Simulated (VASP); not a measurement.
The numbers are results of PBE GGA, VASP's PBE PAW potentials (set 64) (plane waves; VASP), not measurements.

The input files of a VASP run:

### INCAR
```
SYSTEM = P
PREC = Accurate
ENCUT = 400
EDIFF = 1E-2
NELM = 100
ALGO = Normal
LREAL = .FALSE.
LASPH = .TRUE.
ISMEAR = 0
SIGMA = 0.05
GGA = PE
LWAVE = .FALSE.
LCHARG = .FALSE.
ISIF = 2
```

**KPOINTS**
```
Automatic mesh
0
Gamma
6 6 5
0 0 0
```

POSCAR:
```
P
1.0
  1.6623170000  -5.1282310000   0.0000000000
  1.6623170000   5.1282310000   0.0000000000
  0.0000000000   0.0000000000   4.4100630000
P
4
Cart
  1.6623170000   4.0851488146   4.0546119222
  1.6623170000   1.0430821854   1.8495804222
  1.6623170000  -1.0430821854   2.5604825778
  1.6862011707  -4.0851488146   0.3554510778
```

POTCAR, in this order: P (PBE.64 set). Program: vasp_std.

Question: Predict the energy per atom (σ→0), pressure, largest force, band gap (on the k-mesh).

Answer: 
- energy per atom (σ→0) = -5.355 eV/atom
- band gap (on the k-mesh) = none (metal, semimetal or under 0.01 eV)
- pressure = 2.58 GPa
- largest force = 0.501 eV/Å

**OSZICAR**
```
...
DAV:   2    -0.179903637993E+02   -0.73913E+02   -0.71620E+02  3376   0.163E+02
DAV:   3    -0.215293356117E+02   -0.35390E+01   -0.34870E+01  3484   0.390E+01
DAV:   4    -0.215765434687E+02   -0.47208E-01   -0.47156E-01  3258   0.524E+00
DAV:   5    -0.215775627850E+02   -0.10193E-02   -0.10175E-02  2958   0.702E-01    0.104E+01
DAV:   6    -0.214663131065E+02    0.11125E+00   -0.68618E-02  3044   0.162E+00    0.618E+00
DAV:   7    -0.214193351165E+02    0.46978E-01   -0.11743E-01  3362   0.217E+00    0.283E-01
DAV:   8    -0.214192609723E+02    0.74144E-04   -0.92819E-03  1630   0.698E-01
   1 F= -.21419261E+02 E0= -.21419020E+02  d E =-.482517E-03
```

The compound is P in the black structure. The cell was not relaxed at this level, atoms are displaced from their ideal sites. The k-mesh is coarse (spacing up to 0.33 per Å, 2π included), so the numbers may not be converged in it. The run is one of a series of settings (EDIFF = 1E-2 against the base run), some of them coarse on purpose.
